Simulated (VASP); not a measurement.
Here is the system:

```
OsSb2
1.0
    5.96316     0.00000     0.00000
    0.00000     6.72456     0.00000
    0.00000     0.00000     3.24222
Sb Os
4 2
Cartesian
  1.89667   5.77272   1.62111
  4.06649   0.95184   1.62111
  4.87826   4.31412   0.00000
  1.08491   2.41044   0.00000
  2.98158   3.36228   1.62111
  0.00000   0.00000   0.00000
```

The numbers are results of r2SCAN meta-GGA, VASP's PBE PAW potentials (set 64) (plane waves; VASP 6.6.1), not measurements. Numerical set-up: 400 eV cut-off, 9×8×15 Γ-centred mesh, Gaussian smearing of 0.010 eV, potentials Sb Os.

**Question.** Give the direction-averaged independent-particle dielectric function (no local fields, no excitons; a broadening of 0.1 eV leaves a tail below the gap, and fine structure carries the noise of the k-mesh).

**Answer.** 
```csv
ħω (eV),ε₁,ε₂
0.00,18.06,0.00
0.20,18.15,0.09
0.40,18.44,0.21
0.60,18.99,0.37
0.90,20.65,1.15
1.10,21.91,3.15
1.30,21.20,5.60
1.50,19.78,6.32
1.80,19.36,6.60
2.00,20.13,6.48
2.20,21.85,7.53
2.50,22.41,11.04
2.70,23.18,14.82
2.90,19.59,17.50
3.10,18.98,18.96
3.40,17.37,21.43
3.60,15.55,24.00
3.80,11.00,28.27
4.10,3.00,26.30
4.30,0.43,23.41
4.50,-1.41,21.57
4.70,-2.86,19.86
5.00,-3.65,17.35
5.20,-4.39,16.71
5.40,-5.80,15.00
5.70,-6.71,12.77
5.90,-6.86,10.83
6.10,-6.12,9.25
6.30,-5.41,8.78
6.60,-5.40,8.13
6.80,-5.56,7.38
7.00,-5.22,6.68
7.30,-4.90,5.79
7.50,-4.52,5.42
7.70,-4.45,5.14
7.90,-4.36,4.72
8.20,-4.11,4.07
8.40,-3.86,3.72
8.60,-3.56,3.36
8.90,-3.04,3.03
```
ε₂ peaks at 3.8 eV (height 28.3); ε₁(0) averages 18.06, so the electronic refractive index below the gap tends to √18.06 = 4.25.

The structure comes from a computed database's Sb2Os entry (Pnnm); how it stands against other phases isn't given here. It was relaxed first.
